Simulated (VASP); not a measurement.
Calculation: PBE GGA, VASP's PBE PAW potentials (set 64) (plane waves; VASP).

VASP ran on this input.

INCAR:
```
SYSTEM = CdMg3Te4
PREC = Accurate
ENCUT = 400
EDIFF = 1E-6
NELM = 100
ALGO = Normal
LREAL = .FALSE.
LASPH = .TRUE.
ISMEAR = 0
SIGMA = 0.05
GGA = PE
LMAXMIX = 4
LWAVE = .FALSE.
LCHARG = .FALSE.
ICHARG = 11
```

**POSCAR**
```
CdMg3Te4
1.0
  6.5289842721   0.0000000000   0.0000000000
  0.0000000000   6.5289842721   0.0000000000
  0.0000000000   0.0000000000   6.5289842721
Mg Te Cd
3 4 1
direct
  0.0000000000   0.0000000000   0.0000000000
  0.5000000000   0.5000000000   0.0000000000
  0.5000000000   0.0000000000   0.5000000000
  0.2532747302   0.2467252698   0.2467252698
  0.7467252698   0.7532747302   0.2467252698
  0.7467252698   0.2467252698   0.7532747302
  0.2532747302   0.7532747302   0.7532747302
  0.0000000000   0.5000000000   0.5000000000
```

**KPOINTS**
```
k-points along high-symmetry lines
15
Line-mode
Reciprocal
  0.000000   0.000000   0.000000 ! GAMMA
  0.000000   0.500000   0.000000 ! X

  0.000000   0.500000   0.000000 ! X
  0.500000   0.500000   0.000000 ! M

  0.500000   0.500000   0.000000 ! M
  0.000000   0.000000   0.000000 ! GAMMA

  0.000000   0.000000   0.000000 ! GAMMA
  0.500000   0.500000   0.500000 ! R

  0.500000   0.500000   0.500000 ! R
  0.000000   0.500000   0.000000 ! X

  0.500000   0.500000   0.500000 ! R
  0.500000   0.500000   0.000000 ! M
```

POTCAR, in this order: Mg Te Cd (PBE.64 set). Program: vasp_std. Read from the step before: CHGCAR.

Output

File OSZICAR:
```
       N       E                     dE             d eps       ncg     rms          rms(c)
DAV:   1     0.187255526602E+03    0.18726E+03   -0.13715E+04  4680   0.104E+03
DAV:   2    -0.965996528778E+01   -0.19692E+03   -0.19281E+03  5830   0.209E+02
DAV:   3    -0.229856417546E+02   -0.13326E+02   -0.13288E+02  5512   0.578E+01
DAV:   4    -0.232433454697E+02   -0.25770E+00   -0.25752E+00  6538   0.808E+00
DAV:   5    -0.232461685833E+02   -0.28231E-02   -0.28229E-02  5724   0.925E-01
DAV:   6    -0.232462599550E+02   -0.91372E-04   -0.91371E-04  6570   0.145E-01
DAV:   7    -0.232462628325E+02   -0.28774E-05   -0.28774E-05  5826   0.230E-02
DAV:   8    -0.232462629728E+02   -0.14031E-06   -0.14030E-06  4970   0.456E-03
   1 F= -.23246263E+02 E0= -.23246263E+02  d E =-.173815E-12
```

OUTCAR:
```
 val. band max:        1.7641627161   @ k =   0.0000   0.0000   0.0000

 cond. band min:       3.5420443828   @ k =   0.0000   0.0000   0.0000



 k-point     1 :       0.0000    0.0000    0.0000
  band No.  band energies     occupation
      1      -8.5347      2.00000
      2      -7.8773      2.00000
      3      -7.8773      2.00000
      4      -7.8773      2.00000
      5      -5.7645      2.00000
      6      -5.7645      2.00000
      7      -5.7125      2.00000
      8      -5.7125      2.00000
      9      -5.7125      2.00000
     10      -1.8378      2.00000
     11      -1.2936      2.00000
     12      -1.2936      2.00000
     13       0.4718      2.00000
     14       0.4718      2.00000
     15       0.4718      2.00000
     16       0.4929      2.00000
     17       0.4929      2.00000
     18       0.4929      2.00000
     19       1.7642      2.00000
     20       1.7642      2.00000
     21       1.7642      2.00000
     22       3.5420      0.00000
     23       4.6204      0.00000
     24       4.6204      0.00000
     25       4.6204      0.00000
     26       4.6265      0.00000

 k-point     2 :       0.0000    0.0357    0.0000
  band No.  band energies     occupation
      1      -8.5328      2.00000
      2      -7.8796      2.00000
      3      -7.8773      2.00000
      4      -7.8773      2.00000
      5      -5.7645      2.00000
      6      -5.7644      2.00000
      7      -5.7133      2.00000
      8      -5.7124      2.00000
      9      -5.7124      2.00000
     10      -1.8336      2.00000
     11      -1.2912      2.00000
     12      -1.2884      2.00000
     13       0.4655      2.00000
     14       0.4710      2.00000
     15       0.4710      2.00000
     16       0.4844      2.00000
     17       0.4930      2.00000
     18       0.4930      2.00000
     19       1.7368      2.00000
     20       1.7587      2.00000
     21       1.7587      2.00000
     22       3.5715      0.00000
     23       4.6262      0.00000
...
```

The density is held fixed in this step, so its total energy and stress have no physical meaning. Unless said otherwise, spin-orbit coupling is left out, though it shifts the bands of the heavy elements here.

The structure was generated: CdMg3Te4 was put into an ordered model structure (P-43m), which need not be its known phase. It was relaxed first.
